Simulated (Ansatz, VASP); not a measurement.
# Cross-check of MoCl6 between VASP and Ansatz, part 2 of 2

Aim: how closely do two programs agree when they are given the same cell, functional and k mesh? The cell is taken from a series of runs on this material, whose earlier steps may have relaxed, scaled, displaced or heated it; both programs get it as it stands.

VASP 6.6.1 and Ansatz 0.2.0.

So far. Step 2 (VASP: single point, r2SCAN with D4): The run ends at a pressure of -0.55 GPa, with forces up to 0.052 eV/Å.

## Step 6: VASP: single point, r2SCAN

Level of this step: r2SCAN, no spin polarisation; plane waves and PAW (Mo_sv, Cl) (VASP).

The same cell, functional and mesh now go to VASP, with its own data sets.

Contents of INCAR:

```
SYSTEM = MoCl6
PREC = Accurate
ENCUT = 440
EDIFF = 1E-06
NELM = 120
ISMEAR = 0
SIGMA = 0.01
LREAL = .FALSE.
ALGO = Normal
METAGGA = R2SCAN
LASPH = .TRUE.
NBANDS = 35
LORBIT = 11
LWAVE = .FALSE.
LCHARG = .FALSE.
ISIF = 2
GGA_COMPAT = .FALSE.
EFERMI = MIDGAP
LMIXTAU = .TRUE.
KPAR = 2
```

Contents of POSCAR:

```
MoCl6
1.0
    6.1734763146      0.0000000000      0.0000000000
   -3.0867381573      5.3463873181      0.0000000000
    0.0000000000      0.0000000000      7.2659194200
Mo Cl
1 6
Direct
    0.0000000000      0.0000000000      0.5000000000
    0.3036071400      0.3036071400      0.3177528074
    0.0000000000      0.6963928600      0.3177528074
    0.6963928600      0.0000000000      0.3177528074
    0.0000000000      0.3036071400      0.6822471926
    0.3036071400      0.0000000000      0.6822471926
    0.6963928600      0.6963928600      0.6822471926
```

Contents of KPOINTS:

```
Automatic mesh
0
Gamma
6 6 4
0 0 0
```

The projector-augmented-wave data sets are Mo_sv and Cl (PBE family, release 64).

On the command line:

```bash
$ mpirun -np 2 vasp_std
```

Numbers of over 12 decimals in the logs are rounded to 6 here.

Output:

```text
[banner, memory and clock lines left out]
running    2 mpi-ranks, on    1 nodes
[...]
[... a notice as in an earlier step ...]

 LDA part: xc-table for (None), standard interpolation
 POSCAR, INCAR and KPOINTS ok, starting setup
[...]
entering main loop
       N       E                     dE             d eps       ncg     rms          rms(c)
DAV:   1     0.332034854430E+03    0.33203E+03   -0.25815E+04  2032   0.122E+03
DAV:   2    -0.575219030457E+02   -0.38956E+03   -0.38221E+03  2277   0.265E+02
DAV:   3    -0.901582307343E+02   -0.32636E+02   -0.32476E+02  1944   0.794E+01
DAV:   4    -0.906575037302E+02   -0.49927E+00   -0.49817E+00  2090   0.112E+01
[...]
DAV:  19    -0.687325498675E+02   -0.17255E-04   -0.10045E-05  1749   0.226E-02    0.268E-03
DAV:  20    -0.687325543401E+02   -0.44726E-05   -0.88653E-07  1111   0.792E-03    0.233E-03
DAV:  21    -0.687325545680E+02   -0.22788E-06   -0.33068E-07  1017   0.435E-03
   1 F= -.68732555E+02 E0= -.68732555E+02  d E =0.000000E+00
```

Parts of OUTCAR (step 6):

```text
  Total       -0.1006878     -0.1006878     -0.2617120      0.0000000      0.0000000     -0.0000000
  in kB       -0.6726768     -0.6726768     -1.7484511      0.0000000      0.0000000     -0.0000000
  external PRESSURE =      -1.0312682 kB  Pullay stress =       0.0000000 kB

 POSITION                                       TOTAL-FORCE (eV/Angst)
 -----------------------------------------------------------------------------------
      0.00000      0.00000      3.63296         0.000000     -0.000000     -0.000000
      0.93716      1.62320      2.30877         0.006507      0.011270     -0.023762
     -2.14958      3.72319      2.30877         0.006507     -0.011270     -0.023762
      4.29916      0.00000      2.30877        -0.013014     -0.000000     -0.023762
     -0.93716      1.62320      4.95715        -0.006507      0.011270      0.023762
      1.87431      0.00000      4.95715         0.013014     -0.000000      0.023762
      2.14958      3.72319      4.95715        -0.006507     -0.011270      0.023762
 -----------------------------------------------------------------------------------
    total drift:                               -0.000000     -0.000000      0.000000

  FREE ENERGIE OF THE ION-ELECTRON SYSTEM (eV)
  ---------------------------------------------------
  free  energy   TOTEN  =       -68.7325545680 eV

  energy  without entropy=      -68.7325545680  energy(sigma->0) =      -68.73255457

[... 1 part as in an earlier step ...]

[... 2 further parts left out ...]
[key lines of the parts left out:]
E-fermi :  -1.3276
```

The run ends at a pressure of -0.10 GPa, with forces up to 0.027 eV/Å.

## Step 7: Differences

Compared:

```csv
quantity,Ansatz,VASP,difference
gap on the k mesh (eV),1.364,1.383,-0.019
```

A gap on the mesh is an upper bound, since the band edges may lie between its points.

## Step 8: Ansatz: single point, r2SCAN with rVV10

A single point gives forces, pressure and levels at one fixed geometry, so differences don't come from the geometry; what else differs is listed under the comparison.

The cell is taken from a series of runs on this material, whose earlier steps may have relaxed, scaled, displaced or heated it; both programs get it as it stands.

Contents of input.yaml:

```yaml
crystal:
  lattice:
    - [6.1734763146, 0.0, 0.0]
    - [-3.0867381573, 5.3463873181, 0.0]
    - [0.0, 0.0, 7.26591942]
  atoms:
    - { symbol: Mo, position: [0.0, 0.0, 0.5] }
    - { symbol: Cl, position: [0.30360714, 0.30360714, 0.3177528074] }
    - { symbol: Cl, position: [1.0, 0.69639286, 0.3177528074] }
    - { symbol: Cl, position: [0.69639286, 0.0, 0.3177528074] }
    - { symbol: Cl, position: [1.0, 0.30360714, 0.6822471926] }
    - { symbol: Cl, position: [0.30360714, 0.0, 0.6822471926] }
    - { symbol: Cl, position: [0.69639286, 0.69639286, 0.6822471926] }
kpoints:
  mp_grid: { grid: [6, 6, 4] }
hamiltonian:
  xc: r2scan
  pseudopotentials: { kind: paw, source: ansatz }
  dispersion: rvv10
scf:
  occupations: { method: fixed }
  n_extra_bands: 6
  lower_state_search: "off"
  convergence: { dr2_threshold: 1.0e-09 }
output:
  eigenvalues: true
```

On the command line:

```bash
$ ansatz run input.yaml --threads 4 --pin off --max-ram 18432MiB --backend cpu --events-out ev --progress --plain --runs-dir out
```

Output:

```text
[...]
Crystal: 7 atoms, lattice volume = 239.817 Å³
Basis set: ecut = 660 eV, 9133 PW (Γ), exchange–correlation on 240×240×288 points (64 copies of the dense FFT grid, shifted against one another)
Bands: 34, of which v1, the nominal top of the filled ones, is band 28 counted from 1 (27 counted from 0)
Symmetry: 12 space group operations
[...]
k-points: 24 of 144
[...]
--- Band table (eV; the first three rows and the last of 24) ---
  k-point 0: bands = [... 24 lower, -0.8775, -0.8775, -0.8713, -0.8713, 0.6876, 0.9936, 0.9936, 4.1095, ... 2 higher]
  k-point 1: bands = [... 24 lower, -0.8775, -0.8775, -0.8722, -0.8722, 0.7263, 0.9849, 0.9849, 4.1375, ... 2 higher]
  k-point 2: bands = [... 24 lower, -0.8784, -0.8784, -0.8733, -0.8733, 0.7615, 0.9760, 0.9760, 4.1662, ... 2 higher]
  k-point 23: bands = [... 24 lower, -1.3363, -0.8823, -0.8823, -0.6801, 0.9487, 0.9487, 1.0059, 4.0384, ... 2 higher]
[key lines of the parts left out:]
SCF converged after 11 iterations
Free energy (F): -11469.396043 eV
Fermi energy:    -0.676554 eV
```

## Step 9: VASP: single point, r2SCAN with rVV10

The same cell, functional and mesh now go to VASP, with its own data sets.

Changes to INCAR since step 6:

```diff
@@ -10,2 +10,6 @@
 METAGGA = R2SCAN
+LUSE_VDW = .TRUE.
+IVDW_NL = 2
+BPARAM = 11.95
+CPARAM = 0.0093
 LASPH = .TRUE.
```

POSCAR is that of step 6.

KPOINTS is that of step 6.

On the command line:

```bash
$ mpirun -np 2 vasp_std
```

Output:

```text
[banner, memory and clock lines left out]
running    2 mpi-ranks, on    1 nodes
[...]
|                                                                             |
|               ----> ADVICE to this user running VASP <----                  |
|                                                                             |
|     You have switched on vdW-DFT.                                           |
|     This routine was written and supplied by Jiri Klimes. We recommend      |
|     that you carefully read and cite the following publications:            |
|       J. Klimes, D.R. Bowler, A. Michelides                                 |
|          J. Phys.: Cond Matt. 22 022201 (2010)                              |
|       J. Klimes, D.R. Bowler, A. Michelides                                 |
|          Phys. Rev. B. 83, 195131 (2011)                                    |
|     and references therein.                                                 |
|                                                                             |

[...]
Total rVV10 correction in eV:      1.7326666    57.4805466
Total rVV10 correction in eV:      1.7326666    57.4805466
DAV:  17    -0.669974945788E+02   -0.39679E-04   -0.27654E-05  1961   0.320E-02    0.140E-02
Total rVV10 correction in eV:      1.7326998    57.4805466
Total rVV10 correction in eV:      1.7326998    57.4805466
DAV:  18    -0.669974925079E+02    0.20709E-05   -0.15361E-05  1764   0.305E-02    0.462E-03
Total rVV10 correction in eV:      1.7327178    57.4805466
Total rVV10 correction in eV:      1.7327178    57.4805466
DAV:  19    -0.669975095390E+02   -0.17031E-04   -0.95208E-06  1752   0.220E-02    0.261E-03
Total rVV10 correction in eV:      1.7327186    57.4805466
Total rVV10 correction in eV:      1.7327186    57.4805466
DAV:  20    -0.669975135642E+02   -0.40252E-05   -0.78705E-07  1105   0.737E-03    0.234E-03
Total rVV10 correction in eV:      1.7327239    57.4805466
Total rVV10 correction in eV:      1.7327239    57.4805466
DAV:  21    -0.669975137574E+02   -0.19317E-06   -0.29454E-07  1005   0.411E-03
Total rVV10 correction in eV:      1.7327220    57.4805466
Total rVV10 correction in eV:      1.7327220    57.4805466
Total rVV10 correction in eV:      1.7327225    57.4805466
Total rVV10 correction in eV:      1.7327225    57.4805466
   1 F= -.66997514E+02 E0= -.66997514E+02  d E =0.000000E+00
```

OUTCAR, selected parts (step 9):

```text
  Total       -0.7671986     -0.7671986     -0.7712476      0.0000000     -0.0000000      0.0000000
  in kB       -5.1255163     -5.1255163     -5.1525665      0.0000000     -0.0000000      0.0000000
  external PRESSURE =      -5.1345330 kB  Pullay stress =       0.0000000 kB

 POSITION                                       TOTAL-FORCE (eV/Angst)
 -----------------------------------------------------------------------------------
      0.00000      0.00000      3.63296         0.000000      0.000000     -0.000000
      0.93716      1.62320      2.30877         0.016622      0.028790     -0.021028
     -2.14958      3.72319      2.30877         0.016622     -0.028790     -0.021028
      4.29916      0.00000      2.30877        -0.033243      0.000000     -0.021028
     -0.93716      1.62320      4.95715        -0.016622      0.028790      0.021028
      1.87431      0.00000      4.95715         0.033243      0.000000      0.021028
      2.14958      3.72319      4.95715        -0.016622     -0.028790      0.021028
 -----------------------------------------------------------------------------------
    total drift:                               -0.000000     -0.000000      0.000000

  FREE ENERGIE OF THE ION-ELECTRON SYSTEM (eV)
  ---------------------------------------------------
  free  energy   TOTEN  =       -66.9975137574 eV

  energy  without entropy=      -66.9975137574  energy(sigma->0) =      -66.99751376

[... 2 parts as in an earlier step ...]

[... 1 further part left out ...]
[key lines of the parts left out:]
E-fermi :  -1.3278
```

The run ends at a pressure of -0.51 GPa, with forces up to 0.039 eV/Å.

## Step 10: Differences

Compared:

| quantity | Ansatz | VASP | difference |
| --- | --- | --- | --- |
| gap on the k mesh (eV) | 1.355 | 1.374 | -0.019 |

A gap on the mesh is an upper bound, since the band edges may lie between its points.

## Step 11: What came out

- difference in gap on the k mesh (single point, r2SCAN with D4): -0.019 eV
- difference in gap on the k mesh (single point, r2SCAN): -0.019 eV
- difference in gap on the k mesh (single point, r2SCAN with rVV10): -0.019 eV

**Reading.** The difference in gap on the k mesh is -0.019 eV (single point, r2SCAN with D4), within the 0.08 eV picked in this series as the mark of a large difference. 2 further runs of this series are not shown here. How closely two codes agree says nothing of how well the functional describes the real material.

[Lines on the potential files, build, host, timing and source positions are cut from VASP's logs without a mark.]

[Logs are printed without paths, hosts, clocks, repeated set-up lines and the standing remarks that a program may print on its own settings, such as how far it seeks lower states.]

[Hosts, paths, dates, database ids (printed as entryN), source tags and the programs' standing remarks are cut or masked in the printed files.]
